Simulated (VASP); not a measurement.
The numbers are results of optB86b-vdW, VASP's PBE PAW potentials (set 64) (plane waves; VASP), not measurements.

Input for VASP

File KPOINTS:
```
Regular mesh
0
Gamma
 7 7 7
```

**POSCAR**
```
ZnSe
1.0
  0.0000000000   2.8350000000   2.8350000000
  2.8350000000   0.0000000000   2.8350000000
  2.8350000000   2.8350000000   0.0000000000
Zn Se
1 1
direct
  0.0000000000   0.0000000000   0.0000000000
  0.2500000000   0.2500000000   0.2500000000
```

**INCAR**
```
SYSTEM = ZnSe
PREC = Accurate; ENCUT = 520; LREAL = .False.
LASPH = .True.
EDIFF = 1E-6; NELM = 100; ALGO = Normal
LMAXMIX = 4
ISMEAR = 0; SIGMA = 0.05
GGA = MK; LUSE_VDW = .True.; AGGAC = 0.0
PARAM1 = 0.1234; PARAM2 = 1.0
IBRION = 2; NSW = 60; ISIF = 3
EDIFFG = -0.01
LWAVE = .False.; LCHARG = .False.
```

POTCAR, in this order: Zn Se (PBE.64 set). Program: vasp_std.

Output

**OSZICAR**
```
       N       E                     dE             d eps       ncg     rms          rms(c)
DAV:   1     0.866218782357E+02    0.86622E+02   -0.90852E+03   520   0.157E+03
DAV:   2     0.352530939053E+01   -0.83097E+02   -0.79341E+02   555   0.268E+02
DAV:   3    -0.164134193351E+01   -0.51667E+01   -0.51428E+01   650   0.683E+01
DAV:   4    -0.168850844570E+01   -0.47167E-01   -0.47157E-01   575   0.695E+00
DAV:   5    -0.168877033931E+01   -0.26189E-03   -0.26189E-03   620   0.484E-01    0.482E+00
DAV:   6    -0.142115694441E+01    0.26761E+00   -0.69341E-01   742   0.286E+01    0.363E+00
DAV:   7    -0.140534848349E+01    0.15808E-01   -0.18480E-01   555   0.437E+00    0.152E+00
DAV:   8    -0.140534203879E+01    0.64447E-05   -0.38576E-03   645   0.658E-01    0.463E-01
DAV:   9    -0.140547074161E+01   -0.12870E-03   -0.97152E-04   535   0.298E-01    0.672E-02
DAV:  10    -0.140552773428E+01   -0.56993E-04   -0.10326E-04   600   0.933E-02    0.179E-02
DAV:  11    -0.140553386723E+01   -0.61330E-05   -0.18457E-05   560   0.395E-02    0.430E-03
DAV:  12    -0.140553458427E+01   -0.71704E-06   -0.21335E-06   594   0.130E-02
   1 F= -.14055346E+01 E0= -.14055346E+01  d E =-.140553E+01
       N       E                     dE             d eps       ncg     rms          rms(c)
DAV:   1    -0.145224027477E+01   -0.46706E-01   -0.61104E-01   615   0.169E+01    0.150E+00
DAV:   2    -0.141308199740E+01    0.39158E-01   -0.13540E-01   615   0.965E+00    0.557E-01
DAV:   3    -0.140818807873E+01    0.48939E-02   -0.50072E-03   550   0.584E-01    0.267E-01
DAV:   4    -0.140703090669E+01    0.11572E-02   -0.64771E-04   581   0.252E-01    0.982E-02
DAV:   5    -0.140689052525E+01    0.14038E-03   -0.16008E-04   788   0.242E-01    0.107E-02
DAV:   6    -0.140689331731E+01   -0.27921E-05   -0.53201E-05   530   0.122E-01    0.103E-02
DAV:   7    -0.140689463924E+01   -0.13219E-05   -0.67555E-06   585   0.593E-02    0.505E-03
DAV:   8    -0.140689432040E+01    0.31884E-06   -0.17275E-06   275   0.296E-02
   2 F= -.14068943E+01 E0= -.14068943E+01  d E =-.135974E-02
       N       E                     dE             d eps       ncg     rms          rms(c)
DAV:   1    -0.140834795500E+01   -0.14533E-02   -0.18327E-02   620   0.286E+00    0.263E-01
DAV:   2    -0.140714906719E+01    0.11989E-02   -0.44142E-03   615   0.187E+00    0.956E-02
DAV:   3    -0.140700528632E+01    0.14378E-03   -0.15342E-04   550   0.120E-01    0.457E-02
DAV:   4    -0.140697046788E+01    0.34818E-04   -0.22070E-05   603   0.579E-02    0.178E-02
DAV:   5    -0.140696591722E+01    0.45507E-05   -0.54157E-06   726   0.446E-02    0.153E-03
DAV:   6    -0.140696594584E+01   -0.28618E-07   -0.14474E-06   329   0.199E-02
   3 F= -.14069659E+01 E0= -.14069659E+01  d E =-.143136E-02
```

File OUTCAR:
```
------------------------ aborting loop because EDIFF is reached ----------------------------------------
  FORCE on cell =-STRESS in cart. coord.  units (eV):
  Direction    XX          YY          ZZ          XY          YZ          ZX
  --------------------------------------------------------------------------------------
  Total       -0.0096847     -0.0096847     -0.0096847     -0.0000000     -0.0000000      0.0000000
  in kB       -0.3361363     -0.3361363     -0.3361363     -0.0000000     -0.0000000      0.0000000
  external PRESSURE =      -0.3361363 kB  Pullay stress =       0.0000000 kB
  volume of cell :       46.16
      direct lattice vectors                 reciprocal lattice vectors
     0.000000000  2.847197907  2.847197907    -0.175611256  0.175611256  0.175611256
     2.847197907  0.000000000  2.847197907     0.175611256 -0.175611256  0.175611256
     2.847197907  2.847197907  0.000000000     0.175611256  0.175611256 -0.175611256
  FREE ENERGIE OF THE ION-ELECTRON SYSTEM (eV)
  ---------------------------------------------------
  free  energy   TOTEN  =        -1.4069659458 eV

  energy  without entropy=       -1.4069659458  energy(sigma->0) =       -1.40696595

 reached required accuracy - stopping structural energy minimisation
```
(Selected blocks of OUTCAR.)

CONTCAR:
```
ZnSe
   1.00000000000000
     0.0000000000000000    2.8471979074784599    2.8471979074784599
     2.8471979074784599    0.0000000000000000    2.8471979074784599
     2.8471979074784599    2.8471979074784599    0.0000000000000000
  Zn              Se
     1     1
Direct
     0.0000000000000000    0.0000000000000000    0.0000000000000000
     0.2500000000000000    0.2500000000000000    0.2500000000000000
```

The compound is ZnSe in the zinc blende structure. This run relaxes it. Symmetry was kept, so distortions that lower it aren't found.
